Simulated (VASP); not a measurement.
These are PBE GGA, VASP's PBE PAW potentials (set 64) (plane waves; VASP) values and carry that method's errors.

A VASP calculation is set up with these files.

**INCAR**
```
# general
SYSTEM  =  Li
PREC    =  Accurate
ENCUT   =  400
LREAL   =  .FALSE.
LASPH   =  .TRUE.

# electronic loop
EDIFF   =  1E-6
NELM    =  100
ALGO    =  Normal

# smearing
ISMEAR  =  -1
SIGMA   =  0.136

# functional
GGA     =  PE

# ions
ISIF    =  2

# output
LWAVE   =  .FALSE.
LCHARG  =  .FALSE.
```

### POSCAR
```
Li
1
   -1.7450000000     1.7450000000     1.7450000000
    1.7450000000    -1.7450000000     1.7450000000
    1.7450000000     1.7450000000    -1.7450000000
Li
1
Direct
  0.0000000000   0.0000000000   0.0000000000
```

File KPOINTS:
```
Automatic mesh
0
G
 17 17 17
```

POTCAR, in this order: Li_sv (PBE.64 set). Program: vasp_std.

Question: What will the output report for the number of irreducible k-points (NKPTS), largest plane-wave count, number of space-group operations, FFT grid (NGX, NGY, NGZ)?

Answer: 
| Item | Result |
|---|---|
| number of irreducible k-points (NKPTS) | 165 |
| largest plane-wave count | 401 |
| number of space-group operations | 48 |
| FFT grid (NGX, NGY, NGZ) | 20 × 20 × 20 |

The structure is a typed Li crystal (Im-3m). The cell was not relaxed at this level.
